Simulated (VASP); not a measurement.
# YTe: phonons from a supercell, part 2 of 2

How does the lattice of YTe vibrate? The start is a cell from a database of measured crystal structures.

VASP 6.6.1; PBEsol; plane waves and PAW (Te, Y_sv).

Still holding for the runs below: The k-mesh is coarse for a metal.

So far. Step 2 (Relax the host): The run ended after 2 ionic steps, 0.000 eV below its first step, once forces and stress met EDIFFG = -0.02. Step 3 (Tight relaxation): The run ended after 3 ionic steps, 0.000 eV below its first step, once forces and stress met EDIFFG = -0.002.

The database entry behind the starting cell differs from later determinations by our own check (0.1 to 0.3 % short, probably kX units), so it need not match the best structure at ambient conditions.

## (4) Force constants in the supercell

System of this step: YTe. The cell holds 54 atoms: 27 Te and 27 Y. Cell: a = 12.897 Å, b = 12.897 Å, c = 12.897 Å, α = 60.0°, β = 60.0°, γ = 60.0°. It derives from YTe.

Each independent atom is moved by 0.015 Å both ways; the forces give the force constants out to half the supercell.

INCAR reads:

```
SYSTEM = YTe
PREC = Accurate
ENCUT = 350
EDIFF = 1E-07
NELM = 120
ISMEAR = 1
SIGMA = 0.2
LREAL = Auto
ALGO = Fast
GGA = PS
NBANDS = 268
LASPH = .TRUE.
LWAVE = .FALSE.
LCHARG = .FALSE.
KPAR = 4
IBRION = 6
NSW = 1
NFREE = 2
POTIM = 0.015
ISIF = 0
ADDGRID = .TRUE.
```

POSCAR reads:

```
YTe
1.0
    0.0000000000      9.1194456444      9.1194456444
    9.1194456444      0.0000000000      9.1194456444
    9.1194456444      9.1194456444      0.0000000000
Te Y
27 27
Direct
    0.0000000000      0.0000000000      0.0000000000
    0.0000000000      0.0000000000      0.3333333333
    0.0000000000      0.0000000000      0.6666666667
    0.0000000000      0.3333333333      0.0000000000
    0.0000000000      0.3333333333      0.3333333333
    0.0000000000      0.3333333333      0.6666666667
    0.0000000000      0.6666666667      0.0000000000
    0.0000000000      0.6666666667      0.3333333333
    0.0000000000      0.6666666667      0.6666666667
    0.3333333333      0.0000000000      0.0000000000
    0.3333333333      0.0000000000      0.3333333333
    0.3333333333      0.0000000000      0.6666666667
    0.3333333333      0.3333333333      0.0000000000
    0.3333333333      0.3333333333      0.3333333333
    0.3333333333      0.3333333333      0.6666666667
    0.3333333333      0.6666666667      0.0000000000
    0.3333333333      0.6666666667      0.3333333333
    0.3333333333      0.6666666667      0.6666666667
    0.6666666667      0.0000000000      0.0000000000
    0.6666666667      0.0000000000      0.3333333333
    0.6666666667      0.0000000000      0.6666666667
    0.6666666667      0.3333333333      0.0000000000
    0.6666666667      0.3333333333      0.3333333333
    0.6666666667      0.3333333333      0.6666666667
    0.6666666667      0.6666666667      0.0000000000
    0.6666666667      0.6666666667      0.3333333333
    0.6666666667      0.6666666667      0.6666666667
    0.1666666667      0.1666666667      0.1666666667
    0.1666666667      0.1666666667      0.5000000000
    0.1666666667      0.1666666667      0.8333333333
    0.1666666667      0.5000000000      0.1666666667
    0.1666666667      0.5000000000      0.5000000000
    0.1666666667      0.5000000000      0.8333333333
    0.1666666667      0.8333333333      0.1666666667
    0.1666666667      0.8333333333      0.5000000000
    0.1666666667      0.8333333333      0.8333333333
    0.5000000000      0.1666666667      0.1666666667
    0.5000000000      0.1666666667      0.5000000000
    0.5000000000      0.1666666667      0.8333333333
    0.5000000000      0.5000000000      0.1666666667
    0.5000000000      0.5000000000      0.5000000000
    0.5000000000      0.5000000000      0.8333333333
    0.5000000000      0.8333333333      0.1666666667
    0.5000000000      0.8333333333      0.5000000000
    0.5000000000      0.8333333333      0.8333333333
    0.8333333333      0.1666666667      0.1666666667
    0.8333333333      0.1666666667      0.5000000000
    0.8333333333      0.1666666667      0.8333333333
    0.8333333333      0.5000000000      0.1666666667
    0.8333333333      0.5000000000      0.5000000000
    0.8333333333      0.5000000000      0.8333333333
    0.8333333333      0.8333333333      0.1666666667
    0.8333333333      0.8333333333      0.5000000000
    0.8333333333      0.8333333333      0.8333333333
```

KPOINTS reads:

```
Automatic mesh
0
Gamma
3 3 3
0 0 0
```

Potentials, in the order of the species: Te and Y_sv (PBE family, release 64).

On the command line:

```sh
$ mpirun -np 4 vasp_std
```

What it wrote:

```text
[banner, memory and clock lines left out]
running    4 mpi-ranks, on    1 nodes
[...]
[... a notice as in an earlier step ...]

 LDA part: xc-table for (Slater+PW92), standard interpolation
 POSCAR, INCAR and KPOINTS ok, starting setup
[...]
entering main loop
       N       E                     dE             d eps       ncg     rms          rms(c)
DAV:   1     0.272887276548E+04    0.27289E+04   -0.16544E+05  2144   0.117E+03
DAV:   2    -0.496215236334E+02   -0.27785E+04   -0.26750E+04  2456   0.333E+02
DAV:   3    -0.337867185911E+03   -0.28825E+03   -0.28487E+03  2832   0.787E+01
DAV:   4    -0.365345986616E+03   -0.27479E+02   -0.27328E+02  3400   0.220E+01
[...]
RMM:  20    -0.353604885339E+03   -0.76205E-03   -0.36748E-03  3414   0.505E-02    0.518E-01
RMM:  21    -0.353603721692E+03    0.11636E-02   -0.64025E-03  3309   0.110E-01    0.193E-01
RMM:  22    -0.353603823167E+03   -0.10148E-03   -0.96202E-04  3056   0.397E-02    0.792E-02
WARNING in EDDRMM: call to ZHEGV failed, returncode =   6  3    181
RMM:  23    -0.353603920825E+03   -0.97658E-04   -0.66669E-04  3290   0.194E-02    0.872E-02
WARNING in EDDRMM: call to ZHEGV failed, returncode =   6  3    165
RMM:  24    -0.353603935797E+03   -0.14972E-04   -0.33989E-04  3700   0.111E-02    0.678E-02
WARNING in EDDRMM: call to ZHEGV failed, returncode =   8  4    219
RMM:  25    -0.353603915833E+03    0.19963E-04   -0.43388E-04  3301   0.210E-02    0.198E-02
RMM:  26    -0.353603936056E+03   -0.20223E-04   -0.24554E-04  3101   0.126E-02    0.215E-02
RMM:  27    -0.353603953844E+03   -0.17788E-04   -0.15693E-04  3240   0.830E-03    0.241E-02
WARNING in EDDRMM: call to ZHEGV failed, returncode =   6  3    124
 num prob  num prob  num prob  num prob WARNING in EDDRMM: call to ZHEGV failed, returncode =   8  4    178
WARNING in EDDRMM: call to ZHEGV failed, returncode =   8  4    181
RMM:  28    -0.353603960938E+03   -0.70934E-05   -0.11222E-04  2873   0.546E-03    0.136E-02
 num prob  num prob  num prob  num prob  num prob  num prob  num prob  num prob  num prob  num prob  num prob  num prob  num prob  num prob  num prob  num prob  num prob  num prob  num prob  num prob  num prob  num prob  num prob  num prob  num prob  num prob  num prob  num prob  num prob  num prob  num prob  num prob  num prob  num prob  num prob  num prob  num prob  num prob RMM:  29    -0.353603968151E+03   -0.72127E-05   -0.91373E-05  2525   0.448E-03    0.639E-03
 num prob  num prob WARNING in EDDRMM: call to ZHEGV failed, returncode =   8  4    131
 num prob  num prob WARNING in EDDRMM: call to ZHEGV failed, returncode =   8  4    156
 num prob  num prob WARNING in EDDRMM: call to ZHEGV failed, returncode =   8  4    159
[...]
num prob  num prob  num prob  num prob WARNING in EDDRMM: call to ZHEGV failed, returncode =   6  3    137
 num prob  num prob  num prob  num prob  num prob  num prob  num prob  num prob  num prob  num prob  num prob  num prob  num prob  num prob  num prob  num prob  num prob  num prob  num prob  num prob  num prob  num prob WARNING in EDDRMM: call to ZHEGV failed, returncode =   8  4    214
[...]
num prob  num prob  num prob  num prob  num prob  num prob  num prob WARNING in EDDRMM: call to ZHEGV failed, returncode =   8  4    125
[...]
num prob  num prob  num prob  num prob  num prob WARNING in EDDRMM: call to ZHEGV failed, returncode =   8  4    121
 num prob  num prob  num prob  num prob  num prob  num prob  num prob  num prob  num prob  num prob  num prob  num prob  num prob  num prob  num prob  num prob  num prob  num prob  num prob  num prob  num prob  num prob  num prob  num prob  num prob  num prob  num prob  num prob  num prob  num prob  num prob  num prob  num prob  num prob  num prob  num prob  num prob  num prob  num prob  num prob  num prob  num prob  num prob  num prob  num prob  num prob  num prob  num prob  num prob  num prob WARNING in EDDRMM: call to ZHEGV failed, returncode =   6  3    161
[...]
|     The electronic self-consistency was not achieved in the given           |
   4 F= -.35040693E+03 E0= -.35040235E+03  d E =-.137353E-01
 Finite differences progress:
  Degree of freedom:   2/  2
  Displacement:        1/  2
  Total:               3/  4
[...]
N       E                     dE             d eps       ncg     rms          rms(c)
DAV:   1    -0.351274033052E+03   -0.86710E+00   -0.17551E+00  3664   0.245E+00    0.106E+00
RMM:   2    -0.353164981427E+03   -0.18909E+01   -0.18946E+01  3756   0.729E-01    0.556E-01
RMM:   3    -0.353433344337E+03   -0.26836E+00   -0.32609E+00  4434   0.274E-01    0.539E-01
WARNING in EDDRMM: call to ZHEGV failed, returncode =   6  3    146
RMM:   4    -0.353541474102E+03   -0.10813E+00   -0.11587E+00  5550   0.149E-01    0.443E-01
RMM:   5    -0.353586987744E+03   -0.45514E-01   -0.45390E-01  4888   0.805E-02    0.158E-01
 hard stop encountered!  aborting job ...
|                                                                             |
|           W    W    AA    RRRRR   N    N  II  N    N   GGGG   !!!           |
|           W    W   A  A   R    R  NN   N  II  NN   N  G    G  !!!           |
|           W    W  A    A  R    R  N N  N  II  N N  N  G       !!!           |
|           W WW W  AAAAAA  RRRRR   N  N N  II  N  N N  G  GGG   !            |
|           WW  WW  A    A  R   R   N   NN  II  N   NN  G    G                |
|           W    W  A    A  R    R  N    N  II  N    N   GGGG   !!!           |
|                                                                             |
|     The electronic self-consistency was not achieved in the given           |
|     number of steps (NELM). The forces and other quantities evaluated       |
|     might not be reliable so examine the results carefully. If you find     |
|     spurious results, we suggest increasing NELM, if you were close to      |
|     convergence or switching to a different ALGO or adjusting the           |
|     density mixing parameters otherwise.                                    |
|                                                                             |

 soft stop encountered!  aborting job ...
```

Run time: 3.2 h. Hardware: 4 MPI ranks of AMD EPYC 9R45, shared host.

The run was stopped at its time limit, so it gives no result of its own.

## (5) Summary of results

```
result : none
```

What this shows: The session ends without its result: «force constants in the supercell» met its time limit.

[Lines on the potential files, build, host, timing and source positions are cut from VASP's logs without a mark.]

[Logs are printed without paths, hosts, clocks, repeated set-up lines and the standing remarks that a program may print on its own settings, such as how far it seeks lower states.]

[Hosts, paths, dates, database ids (printed as entryN), source tags and the programs' standing remarks are cut or masked in the printed files.]

[Runs that stopped without an error message from VASP are left out.]
